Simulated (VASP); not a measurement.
Given:

```yaml
crystal:
  lattice:
    - [1.56490, -2.71049, 0.00000]
    - [1.56490, 2.71049, 0.00000]
    - [0.00000, 0.00000, 3.47682]
  atoms:
    - { symbol: Hf, position: [0.00000, 0.00000, 0.00000] }
    - { symbol: B, position: [0.33333, 0.66667, 0.50000] }
    - { symbol: B, position: [0.66667, 0.33333, 0.50000] }
```

The numbers are results of r2SCAN+rVV10, VASP's PBE PAW potentials (set 64) (plane waves; VASP 6.6.1), not measurements. Run with 520 eV cut-off, 13×13×10 Γ-centred mesh, tetrahedra with Blöchl corrections, potentials Hf_pv B.

**Question.** Give the energies of bands 5 to 11 at the high-symmetry points, in eV from the Fermi level.

**Answer.** 
```json
[
 {"band": "5", "Γ": "-3.38", "M": "-10.05", "K": "-9.21", "A": "-9.12", "L": "-8.35", "H": "-10.05"},
 {"band": "6", "Γ": "-3.33", "M": "-4.64", "K": "-8.41", "A": "-1.49", "L": "-5.50", "H": "-6.15"},
 {"band": "7", "Γ": "-3.28", "M": "-3.93", "K": "-3.01", "A": "-1.49", "L": "-5.23", "H": "-3.69"},
 {"band": "8", "Γ": "-3.28", "M": "-3.23", "K": "-3.01", "A": "0.14", "L": "-3.24", "H": "-3.69"},
 {"band": "9", "Γ": "4.05", "M": "1.95", "K": "1.56", "A": "0.14", "L": "3.93", "H": "4.59"},
 {"band": "10", "Γ": "4.05", "M": "2.66", "K": "1.56", "A": "0.86", "L": "4.21", "H": "5.57"},
 {"band": "11", "Γ": "4.74", "M": "5.69", "K": "3.49", "A": "0.86", "L": "6.34", "H": "7.04"}
]
```

It has no gap at this level: it comes out as a metal or semimetal.

The compound is HfB2 in the AlB2 type structure. It was relaxed first.
